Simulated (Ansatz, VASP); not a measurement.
# ZrB2: VASP beside Ansatz, part 2 of 2

Wanted: the spread between two codes on one cell, functional and k mesh. The cell is taken from a series of runs on this material, whose earlier steps may have relaxed, scaled, displaced or heated it; both programs get it as it stands.

VASP 6.6.1 and Ansatz 0.2.0.

So far: Starting point; VASP: zone-centre phonons, PBEsol.

### 3. Ansatz: zone-centre phonons, PBEsol

Level of this step: Ansatz beside VASP: Kohn-Sham DFT, plane waves, PBEsol (Ansatz).

Ansatz runs on its PAW soft_1 files.

The same cell, functional, mesh and smearing now go to Ansatz, which takes its cutoff from its data sets.

Input file input.yaml:

```yaml
crystal:
  lattice:
    - [3.1319855427, 0.0, 0.0]
    - [-1.5659927714, 2.7123790442, 0.0]
    - [0.0, 0.0, 3.6477331262]
  atoms:
    - { symbol: B, position: [0.3333333332, 0.6666666668, 0.5] }
    - { symbol: B, position: [0.6666666668, 0.3333333332, 0.5] }
    - { symbol: Zr, position: [0.0, 0.0, 0.0] }
kpoints:
  mp_grid: { grid: [15, 15, 12] }
hamiltonian:
  xc: pbesol
  pseudopotentials: { kind: paw, azcp: { folder: soft_1 }, xc_functional: pbe }
scf:
  occupations: { method: methfessel_paxton, width: 0.2 }
output:
  eigenvalues: true
phonons:
  method: dfpt
```

Command:

```
$ ansatz run input.yaml --threads 4 --pin off --max-ram 10240MiB --backend cpu --events-out ev --progress --plain --runs-dir out
```

Numbers of over 12 decimals in the logs are rounded to 6 here.

The program printed:

```text
zone centre: on kpoints.mp_grid the ground state, and the responses unless they are solved on pairs of k-points, stand on 448 of the mesh's 2700 k-points, reduced under 4 symmetry operations, with k and −k counted as one. Each operation leaves every solved displacement unchanged or reverses it
Engine: ansatz 0.2.0, x86_64-unknown-linux-gnu
Pseudopotentials: kind: paw
Pseudopotential: B, paw, valence charge 3, recommended cutoff 420 eV (normal), soft_1/B.paw.azcp
Pseudopotential: Zr, paw, valence charge 12, recommended cutoff 420 eV (normal), soft_1/Zr.paw.azcp
Functional definition: PBEsol
  exchange = pbesol_x
  correlation = pbesol_c
Crystal: 3 atoms, lattice volume = 30.988 Å³
Basis set: ecut = 420 eV, 565 PW (Γ), exchange–correlation on 48×48×50 points (8 copies of the dense FFT grid, shifted against one another)
Bands: 13, of which v1, the nominal top of the filled ones, is band 9 counted from 1 (8 counted from 0)
Symmetry: 24 space group operations
k-points: 448 of 2700 (irreducible under 4 space group operations, time reversal used)
Non-local potential: B, projectors of the file, l = 0: 2, l = 1: 2, l = 2: 1
Non-local potential: Zr, projectors of the file, l = 0: 3, l = 1: 2, l = 2: 2, l = 3: 1
PAW form: soft (Blöchl's): semilocal exchange-correlation on the pseudo side does not see the compensation charge
PAW frozen core: B, regenerated for the run's functional, and the local potential with it (the file was generated under x = pbe(κ = 0.804, μ = 0.219515), c = pbe(β = 0.066725))
PAW frozen core: Zr, regenerated for the run's functional, and the local potential with it (the file was generated under x = pbe(κ = 0.804, μ = 0.219515), c = pbe(β = 0.066725))
PAW one-centre angular grid: B, 110 points (default); XC on 64 Gauss nodes
PAW one-centre angular grid: Zr, 590 points (default); XC on 64 Gauss nodes
Initial density: superposition of atomic densities (chi_scale 0.1, normalization cell, long waves kept (reshape's long-wave potential 0.00 eV rms))
Initial wavefunctions: pseudopotential atomic-orbital guess
Functional: x = pbesol(κ = 0.804, μ = 0.123457), c = pbesol(β = 0.046)
SCF iter   1: F=—  HF=-4437.710486 eV  |F-HF|=—  |Δ(HF+E_count)|=         —  Δρ=5.61e-2  dr2=1.81e0  ethr=3.10e-3  ⟨swp⟩=4.9  Hψ=27984  notcnv=0
preconditioner: auto → none  [metal: Δε(μ)=0.050 eV  Ē_g=16.932 eV  σ=0.200 eV  W_gap=0.21  n_scr=8 (ndim 8)  ℏωp=26.7 eV  f_vac=0.000  D(μ)=0.23/eV (n_scr^D=0)  sad-step TF]
SCF iter   2: F=—  HF=-4437.300461 eV  |F-HF|=—  |Δ(HF+E_count)|=   4.10e-1  S|Δr|=    0.00e0  Δρ=2.82e-2  dr2=4.07e-1  ethr=3.10e-3  ⟨swp⟩=5.0  Hψ=47366  notcnv=0
automatic band count: the SCF goes on with 17 bands, as 13 were too few: they end inside the smearing window of the response
SCF iter   3: F=—  HF=-4437.184742 eV  |F-HF|=—  |Δ(HF+E_count)|=   1.16e-1  S|Δr|=    0.00e0  Δρ=2.48e-3  dr2=8.34e-4  ethr=2.26e-3  ⟨swp⟩=2.0  Hψ=13198  notcnv=0  defer=1026
SCF iter   4: F=—  HF=-4437.185142 eV  |F-HF|=—  |Δ(HF+E_count)|=   4.00e-4  S|Δr|=    0.00e0  Δρ=3.91e-4  dr2=4.04e-5  ethr=4.63e-6  ⟨swp⟩=2.0  Hψ=10535  notcnv=0  defer=1026
SCF iter   5: F=—  HF=-4437.185139 eV  |F-HF|=—  |Δ(HF+E_count)|=   2.52e-6  S|Δr|=    0.00e0  Δρ=6.22e-5  dr2=8.48e-7  ethr=2.24e-7  ⟨swp⟩=2.0  Hψ=10462  notcnv=0  defer=1026
SCF iter   6: F=—  HF=-4437.185139 eV  |F-HF|=—  |Δ(HF+E_count)|=   2.18e-7  S|Δr|=    0.00e0  Δρ=1.07e-5  dr2=1.05e-8  ethr=4.71e-9  ⟨swp⟩=2.0  Hψ=10513  notcnv=0  defer=1026
SCF iter   7: F=—  HF=-4437.185139 eV  |F-HF|=—  |Δ(HF+E_count)|=   6.11e-9  S|Δr|=    0.00e0  Δρ=8.89e-7  dr2=3.35e-10  ethr=5.83e-11  ⟨swp⟩=2.2  Hψ=9375  notcnv=0  defer=1026
SCF iter   8: F=-4437.185139 eV  HF=-4437.185139 eV  |F-HF|=5.46e-12  |Δ(HF+E_count)|=  6.46e-11  S|Δr|=    0.00e0  Δρ=9.45e-8  dr2=5.11e-12  ethr=1.00e-12  ⟨swp⟩=8.5  Hψ=41177  notcnv=0
SCF 1 converged in 8 iterations: F = -4437.185139 eV  dr2 = 5.11e-12
  greatest PAW one-centre occupation: 0.996 electrons in one spin orbital (limit 2), on the Zr atom at site 2 (counted from 0), in its partial waves of l = 0
DFPT response loops at Γ: preconditioner auto → Kerker (q_TF=auto, 2.492 Å⁻¹) (partly filled bands, converged f_vac=0.000); β = 1.00, the filter's whole step (`scf.mixing.beta` (0.50) is not read by the response loops under this deck's `scf.mixing.preconditioner`; to damp them name `kerker` or `kerker_dos`, under which they read `scf.mixing.beta`, and type it under 1.00, their step now; both keys bind the ground state too); Broyden in place of MSR1
SCF converged after 8 iterations
Stability not checked: this state was not tested for a lower state beside it, because cold or Methfessel-Paxton smearing, or corrected tetrahedra, fill the levels in a way that the test cannot read (fill_not_monotonic; see scf.lower_state_search)
Free energy (F): -4437.185139 eV
Harris-Foulkes:  -4437.185139 eV  (|F-HF|=5.46e-12)
Internal energy: -4437.185884 eV  (E = F + TS)
E sigma→0 (E₀):  -4437.185326 eV
Entropy (-TS):   0.000745 eV (0.248 meV/atom)
Fermi energy:    15.476036 eV
--- Per-component energies (eV) ---
  E_band       = -29.507360
  E_kinetic    = 417.568925
  E_local      = -534.463280  (includes V_loc(G=0)·N_el)
  E_nonlocal   = 91.037517
  E_hartree    = 179.822656
  E_xc         = -221.337988
  E_vxc        = -262.688157  (∫ρ·V_xc dr)
  E_paw        = -3059.875138  (= ΣΔE_a)
  E_vpaw       = -100.607626  (= ΣTr[D̂ρ^β])
  E_aug_tail   = -0.000010  (compensation charges beyond the density's cutoff)
  E_ewald      = -1310.133707
  E_core_change = 0.195143  (= ΣΔE_core)
  E_smearing   = 0.000745  (= −TS)
  E_closure    = 0.000000  (closes the sum)
  Σ components = -4437.185139   (vs F -4437.185139, Δ=0.00e0)
--- Band table (eV; the first three rows and the last of 448) ---
  k-point 0: bands = [... 5 lower, 12.7812, 12.8645, 13.2214, 13.2214, 18.9166, 18.9166, 19.3316, 19.3316, ... 4 higher]
  k-point 1: bands = [... 5 lower, 11.9655, 13.2820, 13.2820, 13.6411, 18.4863, 18.4863, 19.1470, 19.1470, ... 4 higher]
  k-point 2: bands = [... 5 lower, 11.0816, 13.4619, 13.4619, 14.4259, 17.7644, 17.7644, 18.6526, 18.6526, ... 4 higher]
  k-point 447: bands = [... 5 lower, 8.7613, 10.8879, 11.9646, 13.0382, 18.4790, 20.3393, 20.4445, 21.0819, ... 4 higher]
--- Phonons (Γ-DFPT): 4 representative perturbations + reference, on 448 of 2700 k-points (Σ response iterations 12) ---
  k mesh reduced under 4 symmetry operations, with k and −k counted as one. Each operation leaves every solved displacement unchanged or reverses it
  ASR residual: 5.506e-5 → 0.000e0 eV/Å²; symmetrization residual: 4.846e-7 eV/Å²
  ASR residual per site (eV/Å²): 2.60e-5 2.60e-5 5.51e-5
  Γ frequencies (cm⁻¹): 0.00 0.00 0.00 432.90 433.53 433.53 555.27 810.02 810.02
  non-analytic LO–TO correction: not included (Born effective charges unavailable; polar crystals: no LO–TO splitting at Γ)
```

In the SCF lines HF is the Harris–Foulkes energy and dr2 the Hartree energy of the density residual, in eV; the loop may stop once dr2 is under the threshold and the program's other checks hold. Hψ counts applications of the Hamiltonian.

### 4. Side by side

Known differences besides the potentials themselves: the cutoff is 420 eV in Ansatz and 500 eV in VASP; Ansatz makes its cores anew for this functional, VASP keeps those of its PBE data sets. Total energies have different zeros and are not compared.

Zone-centre modes by rising frequency (cm⁻¹; imaginary ones negative):

| program | modes |
| --- | --- |
| Ansatz | 0.0, 0.0, 0.0, 432.9, 433.5, 433.5, 555.3, 810.0, 810.0 |
| VASP | 0.0, 0.0, 0.0, 434.1, 434.1, 434.7, 555.7, 812.7, 812.7 |

The two lists differ in the order or number of single and degenerate modes, so they aren't paired one by one; the r.m.s. figure in the results sets the two lists side by side in order.

### 5. What came out

| Item | Value |
| --- | --- |
| r.m.s. difference of the optical zone-centre modes, each program's sorted by frequency (zone-centre phonons, PBEsol) | 1.7 cm⁻¹ |

The r.m.s. difference of the optical zone-centre modes, each program's sorted by frequency is 1.7 cm⁻¹ (zone-centre phonons, PBEsol). Such differences can come from data sets, numerical settings and the points named under the comparisons, not from the functional's error against experiment.

[Lines on the potential files, build, host, timing and source positions are cut from VASP's logs without a mark.]

[Logs are printed without paths, hosts, clocks, repeated set-up lines and the standing remarks that a program may print on its own settings, such as how far it seeks lower states.]

[Hosts, paths, dates, database ids (printed as entryN), source tags and the programs' standing remarks are cut or masked in the printed files.]
